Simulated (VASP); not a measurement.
Level of theory: PBE GGA, VASP's PBE PAW potentials (set 64) (plane waves; VASP).

The input files of a VASP run:

File POSCAR:
```
CdS
1
    0.0000000000     2.9682000000     2.9682000000
    2.9682000000     0.0000000000     2.9682000000
    2.9682000000     2.9682000000     0.0000000000
Cd S
1 1
Direct
  0.0000000000   0.0000000000   0.0000000000
  0.2500000000   0.2500000000   0.2500000000
```

### KPOINTS
```
Automatic mesh
0
Gamma
7 7 7
0 0 0
```

### INCAR
```
! general
SYSTEM =CdS
PREC   =Accurate
ENCUT  =400
LREAL  =F
LASPH  =T   ! aspherical one-centre terms
NBANDS =26

! electronic loop
EDIFF  =1E-6
NELM   =100   ! most electronic steps
ALGO   =Normal   ! blocked Davidson
LMAXMIX=4

! smearing
ISMEAR =0
SIGMA  =0.05   ! width (eV)

! functional
GGA    =PE   ! PBE

! ions
ISIF   =2   ! forces and stress, cell fixed

! output
LWAVE  =F
LCHARG =F
```

POTCAR, in this order: Cd S (PBE.64 set). Program: vasp_std.

Output of the run:

OSZICAR:
```
       N       E                     dE             d eps       ncg     rms          rms(c)
DAV:   1     0.102016320163E+03    0.10202E+03   -0.73083E+03  1112   0.512E+02
DAV:   2    -0.217917660531E+01   -0.10420E+03   -0.95570E+02  1252   0.163E+02
DAV:   3    -0.667834550874E+01   -0.44992E+01   -0.44683E+01  1236   0.357E+01
DAV:   4    -0.669989570693E+01   -0.21550E-01   -0.21546E-01  1244   0.248E+00
DAV:   5    -0.670004917722E+01   -0.15347E-03   -0.15347E-03  1266   0.195E-01    0.753E+00
DAV:   6    -0.616231189792E+01    0.53774E+00   -0.36749E-01  1336   0.684E+00    0.619E+00
DAV:   7    -0.614408562627E+01    0.18226E-01   -0.15381E-01  1230   0.171E+00    0.298E+00
DAV:   8    -0.614391342011E+01    0.17221E-03   -0.12190E-02  1166   0.882E-01    0.314E-01
DAV:   9    -0.614399738175E+01   -0.83962E-04   -0.10519E-03  1240   0.329E-01    0.972E-02
DAV:  10    -0.614411920681E+01   -0.12183E-03   -0.19172E-04  1126   0.953E-02    0.671E-02
DAV:  11    -0.614420138491E+01   -0.82178E-04   -0.11603E-04  1100   0.469E-02    0.278E-02
DAV:  12    -0.614420067103E+01    0.71388E-06   -0.25150E-06  1188   0.715E-03
   1 F= -.61442007E+01 E0= -.61442007E+01  d E =-.397913E-16
```

**OUTCAR**
```
------------------------ aborting loop because EDIFF is reached ----------------------------------------
  FORCE on cell =-STRESS in cart. coord.  units (eV):
  Direction    XX          YY          ZZ          XY          YZ          ZX
  --------------------------------------------------------------------------------------
  Total       -0.1148577     -0.1148577     -0.1148577      0.0000000     -0.0000000      0.0000000
  in kB       -3.5185299     -3.5185299     -3.5185299      0.0000000     -0.0000000      0.0000000
  external PRESSURE =      -3.5185299 kB  Pullay stress =       0.0000000 kB
  volume of cell :       52.30
      direct lattice vectors                 reciprocal lattice vectors
     0.000000000  2.968200000  2.968200000    -0.168452261  0.168452261  0.168452261
     2.968200000  0.000000000  2.968200000     0.168452261 -0.168452261  0.168452261
     2.968200000  2.968200000  0.000000000     0.168452261  0.168452261 -0.168452261
  FREE ENERGIE OF THE ION-ELECTRON SYSTEM (eV)
  ---------------------------------------------------
  free  energy   TOTEN  =        -6.1442006710 eV

  energy  without entropy=       -6.1442006710  energy(sigma->0) =       -6.14420067
```
(Selected blocks of OUTCAR.)

The compound is CdS in the zinc blende structure, a metastable form; wurtzite is the usual one. The cell was not relaxed at this level. The run is one of a series of settings (NBANDS = 26 against the base run), some of them coarse on purpose.
